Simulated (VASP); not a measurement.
Energy against volume of Lu (hcp). Level of theory: vdW-DF-cx, VASP's PBE PAW potentials (set 64) (plane waves; VASP). Numerical set-up: 520 eV cut-off, 12×12×7 Γ-centred mesh, first-order Methfessel-Paxton smearing of 0.10 eV, potentials Lu_3.

Shape and ions are relaxed at each volume.

```csv
V (Å³/atom),E (eV/atom)
26.217,-2.11055
27.054,-2.12524
27.891,-2.13068
28.727,-2.12798
```

Problem. Fit these four points and predict the energy of the run at 29.564 Å³/atom.

Solution. A cubic in V^(−2/3), the third-order Birch-Murnaghan form, passes through the four points with V0 = 28.02 Å³/atom and B0 = 51 GPa, and gives -2.1181 eV/atom there. The run gave -2.1181 eV/atom, -0.0 meV/atom from the fit; all five points give B0 = 51 GPa.

The compound is Lu in the hcp structure. It was relaxed first.
